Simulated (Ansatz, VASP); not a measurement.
# Cross-check of SiC between VASP and Ansatz

One calculation is typed for both programs; each brings its own data sets. How far apart do they land? The cell is taken from a series of runs on this material, whose earlier steps may have relaxed, scaled, displaced or heated it; both programs get it as it stands.

Program: Ansatz 0.2.0. Level of theory: plane waves, with VASP 6.6.1 beside it; single point at HSE06. Results are calculated unless marked as measured.

## (1) The structure

Symmetry: P6_3mc, No. 186, hexagonal system. The conventional cell has a = 3.094 Å, b = 3.094 Å, c = 10.129 Å, α = 90.00°, β = 90.00°, γ = 120.00°. Nearest to Si lie 4 C at 1.90 Å. Si has 4 C at 1.89 to 1.90 Å nearest. Nearest to C lie 4 Si at 1.89 to 1.90 Å. Nearest to C lie 4 Si at 1.90 Å. Farther neighbours are not listed.

Coordinates:

```cif
data_structure
_symmetry_space_group_name_H-M 'P 1'
_symmetry_Int_Tables_number 1
_cell_length_a 3.0941
_cell_length_b 3.0941
_cell_length_c 10.1295
_cell_angle_alpha 90.000
_cell_angle_beta 90.000
_cell_angle_gamma 120.000
_cell_volume 83.98
loop_
_atom_site_label
_atom_site_type_symbol
_atom_site_fract_x
_atom_site_fract_y
_atom_site_fract_z
_atom_site_occupancy
Si1 Si 0.66667 0.33333 0.93785 1
Si2 Si 0.33333 0.66667 0.43785 1
Si3 Si 0.00000 0.00000 0.68790 1
Si4 Si 0.00000 0.00000 0.18790 1
C5 C 0.66667 0.33333 0.74980 1
C6 C 0.33333 0.66667 0.24980 1
C7 C 0.00000 0.00000 0.50045 1
C8 C 0.00000 0.00000 0.00045 1
```

## (2) VASP: single point, HSE06

A single point gives forces, pressure and levels at one fixed geometry, so differences don't come from the geometry; what else differs is listed under the comparison.

Lines of VASP's logs that name or quote its potential files are left out, and so is its time.

The run reads the wave functions of an earlier VASP run, which isn't shown here.

Input file INCAR:

```
SYSTEM = SiC
PREC = Accurate
ENCUT = 520
EDIFF = 1E-06
NELM = 100
ISMEAR = 0
SIGMA = 0.01
LREAL = .FALSE.
ALGO = Normal
LHFCALC = .TRUE.
AEXX = 0.25
GGA = PE
HFSCREEN = 0.208
LASPH = .TRUE.
NBANDS = 24
PRECFOCK = Fast
LORBIT = 11
LWAVE = .FALSE.
LCHARG = .FALSE.
KPAR = 8
ISIF = 2
```

Input file POSCAR:

```
SiC
1.0
    3.0941148189      0.0000000000      0.0000000000
   -1.5470574094      2.6795820354      0.0000000000
    0.0000000000      0.0000000000     10.1294988414
Si C
4 4
Direct
    0.6666666667      0.3333333333      0.9378491685
    0.3333333333      0.6666666667      0.4378491685
    0.0000000000      0.0000000000      0.6878957606
    0.0000000000      0.0000000000      0.1878957606
    0.6666666667      0.3333333333      0.7498032590
    0.3333333333      0.6666666667      0.2498032590
    0.0000000000      0.0000000000      0.5004508118
    0.0000000000      0.0000000000      0.0004508118
```

Input file KPOINTS:

```
Automatic mesh
0
Gamma
6 6 2
0 0 0
```

Potentials, in the order of the species: Si and C (PBE family, release 64).

Started as:

```bash
$ mpirun -np 8 vasp_std
```

Numbers of over 12 decimals in the logs are rounded to 6 here.

Log:

```text
[banner, memory and clock lines left out]
running    8 mpi-ranks, on    1 nodes
 distrk:  each k-point on    1 cores,    8 groups
 distr:  one band on    1 cores,    1 groups

 POSCAR found type information on POSCAR SiC
 POSCAR found :  2 types and       8 ions
|                                                                             |
|           W    W    AA    RRRRR   N    N  II  N    N   GGGG   !!!           |
|           W    W   A  A   R    R  NN   N  II  NN   N  G    G  !!!           |
|           W    W  A    A  R    R  N N  N  II  N N  N  G       !!!           |
|           W WW W  AAAAAA  RRRRR   N  N N  II  N  N N  G  GGG   !            |
|           WW  WW  A    A  R   R   N   NN  II  N   NN  G    G                |
|           W    W  A    A  R    R  N    N  II  N    N   GGGG   !!!           |
|                                                                             |
|     For optimal performance we recommend to set                             |
|       NCORE = 2 up to number-of-cores-per-socket                            |
|     NCORE specifies how many cores store one orbital (NPAR=cpu/NCORE).      |
|     This setting can greatly improve the performance of VASP for DFT.       |
|     The default, NCORE=1 might be grossly inefficient on modern             |
|     multi-core architectures or massively parallel machines. Do your        |
|     Unfortunately you need to use the default for GW and RPA                |
|     calculations (for HF NCORE is supported but not extensively tested      |
|     yet).                                                                   |
|                                                                             |

 LDA part: xc-table for (Slater+PW92), standard interpolation
 found WAVECAR, reading the header
 POSCAR, INCAR and KPOINTS ok, starting setup
 FFT: planning ... GRIDC
 FFT: planning ... GRID_SOFT
 FFT: planning ... GRID
 reading WAVECAR
 the WAVECAR file was read successfully
 initial charge from wavefunction
 entering main loop
       N       E                     dE             d eps       ncg     rms          rms(c)
DAV:   1    -0.696509505287E+02   -0.69651E+02   -0.11700E+00   680   0.666E+00    0.536E+00
DAV:   2    -0.696589278197E+02   -0.79773E-02   -0.30403E-02   848   0.104E+00    0.375E+00
DAV:   3    -0.696567871854E+02    0.21406E-02   -0.10325E-03   832   0.198E-01    0.220E+00
DAV:   4    -0.696560445474E+02    0.74264E-03   -0.33681E-04   848   0.978E-02    0.126E+00
DAV:   5    -0.696558111405E+02    0.23341E-03   -0.10228E-04   808   0.550E-02    0.714E-01
DAV:   6    -0.696557350821E+02    0.76058E-04   -0.26771E-05   808   0.312E-02    0.404E-01
DAV:   7    -0.696557100973E+02    0.24985E-04   -0.85792E-06   792   0.190E-02    0.229E-01
DAV:   8    -0.696557022620E+02    0.78354E-05   -0.24952E-06   592   0.110E-02    0.132E-01
DAV:   9    -0.696557001003E+02    0.21617E-05   -0.10799E-06   512   0.775E-03    0.747E-02
DAV:  10    -0.696556995799E+02    0.52037E-06   -0.28175E-07   520   0.399E-03
   1 F= -.69655700E+02 E0= -.69655700E+02  d E =-.329327E-25
```

Parts of OUTCAR (step 2):

```text
ion  position               nearest neighbor table
   1  0.667  0.333  0.938-   8 1.90   8 1.90   8 1.90   5 1.90   3 3.10   3 3.10   3 3.10   4 3.10
                             4 3.10   4 3.10
   2  0.333  0.667  0.438-   7 1.90   7 1.90   7 1.90   6 1.90   4 3.10   4 3.10   4 3.10   3 3.10
                             3 3.10   3 3.10
   3  0.000  0.000  0.688-   5 1.89   5 1.89   5 1.89   7 1.90   1 3.10   1 3.10   1 3.10   2 3.10
                             2 3.10   2 3.10
   4  0.000  0.000  0.188-   6 1.89   6 1.89   6 1.89   8 1.90   2 3.10   2 3.10   2 3.10   1 3.10
                             1 3.10   1 3.10
   5  0.667  0.333  0.750-   3 1.89   3 1.89   3 1.89   1 1.90
   6  0.333  0.667  0.250-   4 1.89   4 1.89   4 1.89   2 1.90
   7  0.000  0.000  0.500-   2 1.90   2 1.90   2 1.90   3 1.90
   8  0.000  0.000  0.000-   1 1.90   1 1.90   1 1.90   4 1.90

  LATTYP: Found a hexagonal cell.
 ALAT       =     3.0941148189
 C/A-ratio  =     3.2737953936

 Subroutine GETGRP returns: Found 12 space group operations
 (whereof  6 operations were pure point group operations)

The static configuration has the point symmetry C_3v.
 The point group associated with its full space group is C_6v.

 Found     14 irreducible k-points:

   k-points           NKPTS =     14   k-points in BZ     NKDIM =     72   number of bands    NBANDS=     24

   dimension x,y,z NGX =    24 NGY =   24 NGZ =   80
   dimension x,y,z NGXF=    48 NGYF=   48 NGZF=  160

   ENCUT  =  520.0 eV  38.22 Ry    6.18 a.u.   5.75  5.75 18.83*2*pi/ulx,y,z

   NELECT =      32.0000    total number of electrons

 k-points in reciprocal lattice and weights: Automatic mesh
   0.00000000  0.00000000  0.00000000       0.014
   0.16666667  0.00000000  0.00000000       0.083
   0.33333333  0.00000000  0.00000000       0.083
   0.50000000  0.00000000  0.00000000       0.042
   0.16666667  0.16666667  0.00000000       0.083
   0.33333333  0.16666667  0.00000000       0.167
   0.33333333  0.33333333  0.00000000       0.028
   0.00000000  0.00000000  0.50000000       0.014
   0.16666667  0.00000000  0.50000000       0.083
[...]
0.33333333  0.16666667  0.50000000       0.167
   0.33333333  0.33333333  0.50000000       0.028

  exchange ACFDT corr.  =         0.00000000  see jH, gK, PRB 81, 115126

 average (electrostatic) potential at core
       1 -76.9440       2 -76.9440       3 -76.9021       4 -76.9021       5 -41.1311
       6 -41.1311       7 -41.1906       8 -41.1906

 E-fermi :   7.4818

 k-point     1 :       0.0000    0.0000    0.0000
  band No.  band energies     occupation
    ...
     12       6.7709      2.00000
     13       6.7709      2.00000
     14       7.3623      2.00000
     15       7.4112      2.00000
     16       7.4112      2.00000
     17      13.5410      0.00000
     18      14.1520      0.00000
     19      14.8083      0.00000
     20      14.8170      0.00000
     21      15.5289      0.00000
    ...

 k-point     2 :       0.1667    0.0000    0.0000
  band No.  band energies     occupation
    ...
     12       5.7437      2.00000
     13       6.0777      2.00000
     14       6.1425      2.00000
     15       7.0027      2.00000
     16       7.1368      2.00000
     17      13.2209      0.00000
     18      13.9508      0.00000
     19      14.2319      0.00000
     20      15.3847      0.00000
     21      15.7332      0.00000
    ...

 k-point     3 :       0.3333    0.0000    0.0000
  band No.  band energies     occupation
    ...
     12       4.5743      2.00000
     13       5.1863      2.00000
     14       5.2119      2.00000
     15       5.9567      2.00000
     16       6.4833      2.00000
     17      11.3587      0.00000
     18      11.6248      0.00000
     19      12.9717      0.00000
     20      13.9857      0.00000
     21      14.3351      0.00000
    ...

  Total       -2.6202893     -2.6202893     -2.7113796     -0.0000000      0.0000000      0.0000000
  in kB      -49.9883024    -49.9883024    -51.7260675     -0.0000000      0.0000000      0.0000000
  external PRESSURE =     -50.5675574 kB  Pullay stress =       0.0000000 kB

  energy-cutoff  :      520.00
  volume of cell :       83.98
      direct lattice vectors                 reciprocal lattice vectors
     3.094114819  0.000000000  0.000000000     0.323194212  0.186596265  0.000000000
    -1.547057409  2.679582035  0.000000000     0.000000000  0.373192530  0.000000000
     0.000000000  0.000000000 10.129498841     0.000000000  0.000000000  0.098721567

 POSITION                                       TOTAL-FORCE (eV/Angst)
 -----------------------------------------------------------------------------------
      1.54706      0.89319      9.49994        -0.000000     -0.000000      0.009652
     -0.00000      1.78639      4.43519         0.000000     -0.000000      0.009652
      0.00000      0.00000      6.96804        -0.000000     -0.000000      0.011307
      0.00000      0.00000      1.90329         0.000000      0.000000      0.011307
      1.54706      0.89319      7.59513         0.000000      0.000000     -0.012652
     -0.00000      1.78639      2.53038        -0.000000     -0.000000     -0.012652
      0.00000      0.00000      5.06932        -0.000000     -0.000000     -0.008307
      0.00000      0.00000      0.00457         0.000000     -0.000000     -0.008307
 -----------------------------------------------------------------------------------
    total drift:                               -0.000000      0.000000     -0.000737

  FREE ENERGIE OF THE ION-ELECTRON SYSTEM (eV)
  ---------------------------------------------------
  free  energy   TOTEN  =       -69.6556995799 eV

  energy  without entropy=      -69.6556995799  energy(sigma->0) =      -69.65569958

 total charge
# of ion       s       p       d       tot
------------------------------------------
    1        0.716   0.974   0.000   1.689
    2        0.716   0.974   0.000   1.689
    3        0.716   0.972   0.000   1.688
    4        0.716   0.972   0.000   1.688
    5        0.837   1.699   0.000   2.536
    6        0.837   1.699   0.000   2.536
    7        0.837   1.697   0.000   2.534
    8        0.837   1.697   0.000   2.534
--------------------------------------------------
tot          6.211  10.683   0.000  16.894

[... 3 further parts left out ...]
```

The run ends at a pressure of -5.06 GPa, with forces up to 0.013 eV/Å.

(Continued in part 2 of 2.)

[Lines on the potential files, build, host, timing and source positions are cut from VASP's logs without a mark.]

[Logs are printed without paths, hosts, clocks, repeated set-up lines and the standing remarks that a program may print on its own settings, such as how far it seeks lower states.]

[Hosts, paths, dates, database ids (printed as entryN), source tags and the programs' standing remarks are cut or masked in the printed files.]
